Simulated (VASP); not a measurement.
Data:

```yaml
crystal:
  lattice:
    - [0.00000, 1.92440, 1.92440]
    - [1.92440, 0.00000, 1.92440]
    - [1.92440, 1.92440, 0.00000]
  atoms:
    - { symbol: Ir, position: [0.00000, 0.00000, 0.00000] }
```

The numbers are results of RPBE GGA, VASP's PBE PAW potentials (set 64) (plane waves; VASP), not measurements. Settings: 520 eV cut-off, 16×16×16 Γ-centred mesh, first-order Methfessel-Paxton smearing of 0.10 eV, potentials Ir.

Unless said otherwise, spin-orbit coupling is left out, though it shifts the bands of the heavy elements here.

### Question
Estimate the energy per atom (σ→0), pressure, band gap (on the k-mesh) with the smallest direct gap where there is one.

### Answer

```
Quantity                                                     Value
------------------------  ----------------------------------------
band gap (on the k-mesh)  none (metal, semimetal or under 0.01 eV)
energy per atom (σ→0)                       -787.9 kJ/mol of atoms
pressure                                                 11.06 GPa
```

Total energies compare only between runs with the same potentials, cut-off and functional.

The compound is Ir in the fcc structure. This cell is one point of a volume scan, at 0.97 of the reference volume.
